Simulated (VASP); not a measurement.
VASP ran on this input.

### INCAR
```
SYSTEM = Ir
PREC = Accurate
ENCUT = 500
EDIFF = 1E-6
NELM = 100
ALGO = Normal
LREAL = .FALSE.
LASPH = .TRUE.
ISMEAR = 1
SIGMA = 0.1
GGA = PS
LMAXMIX = 6
LWAVE = .FALSE.
LCHARG = .FALSE.
IBRION = 2
ISIF = 3
NSW = 40
EDIFFG = -0.02
PSTRESS = 300
```

**POSCAR**
```
Ir
1.0
  0.0000000000   1.8876085884   1.8876085884
  1.8876085884   0.0000000000   1.8876085884
  1.8876085884   1.8876085884   0.0000000000
Ir
1
direct
  0.0000000000   0.0000000000   0.0000000000
```

### KPOINTS
```
Automatic mesh
0
gamma
17 17 17
0 0 0
```

POTCAR, in this order: Ir (PBE.64 set). Program: vasp_std.

### Question
Write an equivalent input for Ansatz.

### Answer
One equivalent input (not run):
Ansatz 0.2 input:
```yaml
crystal:
  lattice:
    - [0.0000000, 1.8876086, 1.8876086]
    - [1.8876086, 0.0000000, 1.8876086]
    - [1.8876086, 1.8876086, 0.0000000]
  atoms:
    - { symbol: Ir, position: [0.0000000, 0.0000000, 0.0000000] }
kpoints:
  mp_grid: { grid: [17, 17, 17] }
hamiltonian:
  xc: pbesol
  pseudopotentials: { kind: paw }
scf:
  occupations: { method: methfessel_paxton, width: 0.1 }
  max_iter: 100
relax:
  max_steps: 40
  f_tol: 0.02
  cell: { p_target: 30 }
output: { forces: true, stress: true, eigenvalues: true }
```
What does not carry over: each code has its own PAW files, so the cut-off isn't converted (ENCUT is set for VASP's; basis.ecutwfc is left out, and Ansatz then takes the one that its files recommend); Ansatz stops its SCF on the density residual and VASP on the energy change (EDIFF).

The compound is Ir in the fcc structure. This run relaxes it under an external pressure of 30 GPa. Symmetry was kept, so distortions that lower it aren't found.
